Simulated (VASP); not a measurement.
Runs of VASP 6.6.1 on ZnIr2O4. The structure is cubic, space group Fd-3m (No. 227). The conventional cell has a = 8.629 Å, b = 8.629 Å, c = 8.629 Å, α = 90.00°, β = 90.00°, γ = 90.00°. Around Zn (site symmetry -43m) lie 4 O at 2.03 Å. Ir (site symmetry -3m) has 6 O at 2.07 Å as nearest neighbours. O (site symmetry 3m) is surrounded by 1 Zn at 2.03 Å and 3 Ir at 2.07 Å. The cell comes from a database or a generator and needn't be the stable form of this composition.

```csv
task,level,potentials or basis,spin,cell,k mesh,cutoff (eV),gap on the mesh (eV),pressure (GPa),largest force (eV/Å)
band structure,PBE,"VASP PAW PBE potentials, release 64 (Zn, Ir, O)",off,as given,6 × 6 × 6,520,0.61,8.7,0.27
band structure,LDA,"VASP PAW LDA potentials, release 64 (Zn, Ir, O)",off,as given,6 × 6 × 6,520,(d),-5.6,(a)
band structure,TB-mBJ,"VASP PAW PBE potentials, release 64 (Zn, Ir, O)",off,as given,6 × 6 × 6,520,2.24,-,-
relaxation of cell and atoms,PBEsol,"VASP PAW PBE potentials, release 64 (Zn, Ir, O)",off,relaxed,6 × 6 × 6,600,(c),0.1,-
band structure,r2SCAN,"VASP PAW PBE potentials, release 64 (Zn, Ir, O)",off,as given,6 × 6 × 6,520,1.05,4.1,(b)
```

Alike in all rows: smearing gaussian 0.03 eV.

**Question.** Fill in the values left out.

**Answer.** (a) 0.12; (b) 0.41; (c) 0.50; (d) 0.53.

Caveats: spin-orbit coupling is left out, which moves the levels of the heavy elements; the PAW data sets were made with another functional, which shifts forces and pressure a little (some runs); the relaxation stopped at its first step, so nothing moved (some runs).

A k mesh can miss the band edges, and the runs leave out spin-orbit coupling on Ir.
